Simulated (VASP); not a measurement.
Method: PBEsol GGA, VASP's PBE PAW potentials (set 64) (plane waves; VASP).

VASP ran on this input.

### INCAR
```
! general
SYSTEM =SrTe
PREC   =Accurate
ENCUT  =500
LREAL  =.FALSE.
LASPH  =.TRUE.

! electronic loop
EDIFF  =1E-6
NELM   =100
ALGO   =Normal
LMAXMIX=4

! smearing
ISMEAR =1
SIGMA  =0.1

! functional
GGA    =PS

! ions
IBRION =2
NSW    =40
ISIF   =3
EDIFFG =-0.02
PSTRESS=450

! output
LWAVE  =.FALSE.
LCHARG =.FALSE.
```

**KPOINTS**
```
Automatic mesh
0
Gamma
11 11 11
0 0 0
```

POSCAR:
```
SrTe
1
    0.0000000000     2.9135004323     2.9135004323
    2.9135004323     0.0000000000     2.9135004323
    2.9135004323     2.9135004323     0.0000000000
Sr Te
1 1
Direct
  0.0000000000   0.0000000000   0.0000000000
  0.5000000000   0.5000000000   0.5000000000
```

POTCAR, in this order: Sr_sv Te (PBE.64 set). Program: vasp_std.

Question: What will the output report for the number of irreducible k-points (NKPTS), largest plane-wave count, number of space-group operations, FFT grid (NGX, NGY, NGZ)?

Answer: 
* **number of irreducible k-points (NKPTS)**: 56
* **largest plane-wave count**: 1275
* **number of space-group operations**: 48
* **FFT grid (NGX, NGY, NGZ)**: 30 × 30 × 30

The structure was generated: SrTe was put into the rock salt type (Fm-3m), which need not be its known phase. This run relaxes it under an external pressure of 45 GPa. Symmetry was kept, so distortions that lower it aren't found.
